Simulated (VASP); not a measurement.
Data:

```
CELL_PARAMETERS angstrom
      4.17493     0.00000     0.00000
      0.00000     4.17493     0.00000
      0.00000     0.00000     2.67118
ATOMIC_POSITIONS crystal
  Si 0.00000 0.00000 0.00000
  Si 0.50000 0.50000 0.50000
  O  0.30560 0.30560 0.00000
  O  0.80560 0.19440 0.50000
  O  0.19440 0.80560 0.50000
  O  0.69440 0.69440 0.00000
```

Calculation: r2SCAN+rVV10, VASP's PBE PAW potentials (set 64) (plane waves; VASP). Run with 520 eV cut-off, 6×6×9 Γ-centred mesh, tetrahedra with Blöchl corrections, potentials Si O.

The cores are frozen, which limits the accuracy of field gradients.

Question: Give the principal components of the electric field gradient (V/Å²) and the asymmetry η at each nucleus.

Answer: 
| atom | Vxx | Vyy | Vzz | η |
|---|---|---|---|---|
| Si1 | -16.1 | -2.7 | 18.9 | 0.71 |
| Si2 | -16.1 | -2.7 | 18.9 | 0.71 |
| O3 | 62.8 | 47.3 | -110.1 | 0.14 |
| O4 | 62.8 | 47.3 | -110.1 | 0.14 |
| O5 | 62.8 | 47.3 | -110.1 | 0.14 |
| O6 | 62.8 | 47.3 | -110.1 | 0.14 |

The compound is SiO2 in the rutile structure, stishovite, a high-pressure form. It was relaxed first.
